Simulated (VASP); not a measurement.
```
SnS2
1.0
    3.70038     0.00000     0.00000
   -1.85019     3.20462     0.00000
    0.00000     0.00000    21.27439
S Sn
2 1
Cartesian
  1.85019   1.06821   9.15997
  0.00000   2.13642  12.11442
  0.00000   0.00000  10.63720
```

Method: HSE06 screened hybrid (exact exchange on a k-mesh reduced by 3x3x1), VASP's PBE PAW potentials (set 64) (plane waves; VASP 6.6.1). Settings: PREC = Normal, EDIFF = 1E-5, 400 eV cut-off, 12×12×1 Γ-centred mesh, Gaussian smearing of 0.050 eV, potentials S Sn_d.

Exact exchange is summed on a reduced mesh (NKRED).

**Question.** What does the run give for the energy per atom (σ→0)?

**Answer.** 
| Item | Value |
|---|---|
| energy per atom (σ→0) | -5.415 eV/atom |

Only differences to runs with the same potentials and settings are physical.

The cell is a sheet with vacuum, built from SnS2 (1T layered). The cell's shape comes from a PBE relaxation.
